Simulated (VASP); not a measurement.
Al2O3 (corundum): the band gap from VASP (plane waves, PAW) at several levels of theory. Gaps are without spin-orbit coupling. Each level names its cell: its own relaxed one, PBE's, or the starting one. A gap is the smallest over the k-mesh and a band path; hybrids may have named points in place of the path, and GW has the mesh alone.

| level | band gap (eV) |
|---|---|
| PBE (own cell) | 5.86 |
| PBEsol (own cell) | 6.04 |
| r2SCAN (own cell) | 7.18 |

The cell of the PBE (own cell) run:

```cif
data_Al4O6
_chemical_formula_sum 'Al4 O6'
_space_group_name_H-M_alt 'P 1'
_space_group_IT_number 1
_cell_length_a 5.18041
_cell_length_b 5.18041
_cell_length_c 5.18041
_cell_angle_alpha 55.290
_cell_angle_beta 55.290
_cell_angle_gamma 55.290
loop_
_space_group_symop_operation_xyz
  'x, y, z'
loop_
_atom_site_label
_atom_site_type_symbol
_atom_site_fract_x
_atom_site_fract_y
_atom_site_fract_z
_atom_site_occupancy
Al1 Al 0.85215 0.85215 0.85215 1
Al2 Al 0.35215 0.35215 0.35215 1
Al3 Al 0.14785 0.14785 0.14785 1
Al4 Al 0.64785 0.64785 0.64785 1
O1 O 0.44382 0.05618 0.75000 1
O2 O 0.05618 0.75000 0.44382 1
O3 O 0.55618 0.94382 0.25000 1
O4 O 0.25000 0.55618 0.94382 1
O5 O 0.94382 0.25000 0.55618 1
O6 O 0.75000 0.44382 0.05618 1
```

Only levels that ran to the end are used. Left out are those held back, those with too coarse a band path, GW runs whose mesh misses a band edge, hybrids' fits of cells that aren't cubic and levels without matching references; a question may draw on a part of the rest.

The compound is Al2O3 in the corundum structure.
